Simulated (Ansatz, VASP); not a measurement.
**SnC2 in VASP and in Ansatz**

```xyz
3
Lattice="-1.9708 1.9708 3.2331 1.9708 -1.9708 3.2331 1.9708 1.9708 -3.2331" Properties=species:S:1:pos:R:3 pbc="T T T"
Sn    0.0000    0.0000    0.0000
C     0.0000    0.0000    3.8637
C     0.0000    0.0000    2.6024
```

Alike in both runs: task relaxation of cell and atoms; functional LDA; k mesh 12 × 12 × 12; no spin polarisation.

|  | VASP | Ansatz |
| --- | --- | --- |
| version | VASP 6.6.1 | Ansatz 0.2.0 |
| potentials or method | VASP PAW LDA potentials, release 64 (Sn_d, C) | scalar-relativistic, plane waves, PAW |
| plane-wave cutoff (eV) | 600 | 420 |
| occupations | gaussian, width 0.01 eV | fixed |
| valence electrons in the cell | 22 | 22 |

VASP gave:

```
gap on the k mesh at the Fermi level, each at its own relaxed structure (eV) : 0.23
relaxed volume (Å³/atom)                                                     : 16.75
relaxed cell length with the largest relative difference (Å)                 : 4.269
```

Estimate Ansatz's values.

gap on the k mesh at the Fermi level, each at its own relaxed structure (eV): 0.27; relaxed volume (Å³/atom): 16.74; relaxed cell length with the largest relative difference (Å): 4.269.

Caveats: spin-orbit coupling is left out, which moves the levels of the heavy elements. A k mesh can miss the band edges.
